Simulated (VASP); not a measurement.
OSZICAR of a VASP run on Se (trig):

OSZICAR:
```
       N       E                     dE             d eps       ncg     rms          rms(c)
DAV:   1     0.720297893121E+02    0.72030E+02   -0.65580E+03   832   0.948E+02
DAV:   2    -0.780403303833E+01   -0.79834E+02   -0.77124E+02  1114   0.167E+02
DAV:   3    -0.125242709684E+02   -0.47202E+01   -0.46833E+01   977   0.465E+01
DAV:   4    -0.125633540079E+02   -0.39083E-01   -0.39066E-01   957   0.503E+00
DAV:   5    -0.125636835156E+02   -0.32951E-03   -0.32950E-03   982   0.425E-01    0.763E+00
DAV:   6    -0.125012254908E+02    0.62458E-01   -0.32998E-02   877   0.129E+00    0.466E+00
DAV:   7    -0.124782996752E+02    0.22926E-01   -0.62056E-02   892   0.170E+00    0.187E-01
DAV:   8    -0.124773948581E+02    0.90482E-03   -0.90285E-03   842   0.678E-01    0.113E-01
DAV:   9    -0.124774243635E+02   -0.29505E-04   -0.26228E-04  1007   0.128E-01    0.294E-02
DAV:  10    -0.124774146242E+02    0.97393E-05   -0.35041E-05   937   0.438E-02    0.697E-03
DAV:  11    -0.124774150274E+02   -0.40314E-06   -0.73392E-06   997   0.173E-02    0.387E-03
DAV:  12    -0.124774146410E+02    0.38635E-06   -0.86915E-07   852   0.651E-03    0.125E-03
DAV:  13    -0.124774145233E+02    0.11766E-06   -0.17661E-07   461   0.277E-03    0.368E-04
DAV:  14    -0.124774144551E+02    0.68212E-07   -0.59779E-08   436   0.174E-03
   1 F= -.12477414E+02 E0= -.12477414E+02  d E =0.000000E+00
```

Q: Which electronic solver shows in the log?

A: It is blocked Davidson (ALGO = Normal, or the opening steps of other solvers). The INCAR had ALGO = Normal.

Q: Can the final energy be trusted as converged?

A: The run converged. It stopped with EDIFF = 1E-7, NELM = 100 (LDA (Ceperley-Alder, Perdew-Zunger), plane waves, VASP's LDA PAW potentials (set 64)).

The compound is Se in the trig structure. It was relaxed first, which changed the volume by -15 %.
